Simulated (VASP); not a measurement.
Input:

```
La
1.0
    1.82949    -3.16876     0.00000
    1.82949     3.16876     0.00000
    0.00000     0.00000    11.70644
La
4
Direct
  0.00000   0.00000   0.50000
  0.00000   0.00000   0.98719
  0.33333   0.66667   0.25000
  0.66667   0.33333   0.75000
```

Calculation: PBEsol GGA, VASP's PBE PAW potentials (set 64) (plane waves; VASP). Settings: 480 eV cut-off, 10×10×4 Γ-centred mesh, first-order Methfessel-Paxton smearing of 0.10 eV, potentials La.

Q: Give the force on each atom (eV/Å).

A: 
| atom | Fx | Fy | Fz |
|---|---|---|---|
| La1 | 0.000 | 0.000 | -0.083 |
| La2 | 0.000 | 0.000 | 0.312 |
| La3 | 0.000 | 0.000 | -0.096 |
| La4 | 0.000 | 0.000 | -0.133 |

Q: Give the stress tensor in GPa (positive for a compressed cell).

A: 
```
0.22  0.00  0.00
0.00  0.22  0.00
0.00  0.00  0.23
```
The pressure is its mean diagonal, 0.23 GPa.

The compound is La in the dhcp structure. This cell was strained or had an atom moved on purpose.
